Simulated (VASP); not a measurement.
Here is the system:

```cif
data_Cs2
_chemical_formula_sum 'Cs2'
_space_group_name_H-M_alt 'Im-3m'
_space_group_IT_number 229
_space_group_name_Hall '-I 4 2 3'
_cell_length_a 6.01591
_cell_length_b 6.01591
_cell_length_c 6.01591
_cell_angle_alpha 90.000
_cell_angle_beta 90.000
_cell_angle_gamma 90.000
loop_
_atom_site_label
_atom_site_type_symbol
_atom_site_symmetry_multiplicity
_atom_site_Wyckoff_symbol
_atom_site_fract_x
_atom_site_fract_y
_atom_site_fract_z
_atom_site_occupancy
Cs1 Cs 2 a 0.00000 0.00000 0.00000 1
```
(The calculation used a cell of 1 atom; values per cell refer to that cell.)

These are PBEsol GGA, VASP's PBE PAW potentials (set 64) (plane waves; VASP) values and carry that method's errors. Run with 520 eV cut-off, 9×9×9 Γ-centred mesh, first-order Methfessel-Paxton smearing of 0.10 eV, potentials Cs_sv.

### Question
Give the energy at these volumes per atom, relative to the lowest: 101.71, 104.96, 108.21, 111.45, 114.70 Å³.

### Answer
3.4, 0.9, 0.0, 0.4, 1.9 meV/atom. A third-order Birch-Murnaghan fit gives B0 = 2.1 GPa and B0′ = 3.4.

Measured: bulk modulus 2.1 GPa at 0 K (computed value off by +0.0 %), as given by H. Levämäki et al., Physical Review B (2014), arXiv:1402.3671 [corrected for temperature and zero-point phonon effects]; a 6.039 Å at 0 K (computed value off by -0.4 %), as given by Gábor I. Csonka et al., Physical Review B (2009), arXiv:0903.4037 [low-temperature or extrapolated to 0 K; zero-point anharmonic expansion removed].

The compound is Cs in the bcc structure. It was relaxed first.
